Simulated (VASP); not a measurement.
```yaml
crystal:
  lattice:
    - [0.00000, 1.81917, 1.81917]
    - [1.81917, 0.00000, 1.81917]
    - [1.81917, 1.81917, 0.00000]
  atoms:
    - { symbol: C, position: [0.00000, 0.00000, 0.00000] }
    - { symbol: C, position: [0.25000, 0.25000, 0.25000] }
```

The base run (VASP): PBE GGA, plane waves, VASP's PBE PAW potentials (set 64). Numerical set-up: 520 eV cut-off, 11×11×11 Γ-centred mesh, Gaussian smearing of 0.050 eV, potentials C.

One setting is varied; ΔE counts from the most expensive setting. The base run took about 4 core-seconds. Costs are core time on shared hosts, one run each; read them as rough ratios.

The base run's pressure lies +0.53 GPa from that at 800 eV (Pulay error).

```tsv
setting	cost over the base run	electronic steps	ΔE (meV/atom)	pressure (GPa)
KPOINTS 1×1×1 Γ-centred mesh	about 1/3	11	14229.9	271.27
KPOINTS 2×2×2 Γ-centred mesh	about 1/3	11	1533.4	6.46
KPOINTS 6×6×6 Γ-centred mesh	about 1/2	11	4.6	-21.17
base run	reference	11	0.0	-21.23
KPOINTS 12×12×12 Γ-centred mesh	within a factor of 2	11	0.0	-21.23
KPOINTS 13×13×13 Γ-centred mesh	within a factor of 2	11	0.0	-21.23
KPOINTS 15×15×15 Γ-centred mesh	within a factor of 2	11	0.0	-21.23
KPOINTS 17×17×17 Γ-centred mesh	about 2 times	11	0.0	-21.23
```

Left out are runs that failed, have no time on record or changed the cell.

The compound is C in the diamond structure. The cell was not relaxed at this level.
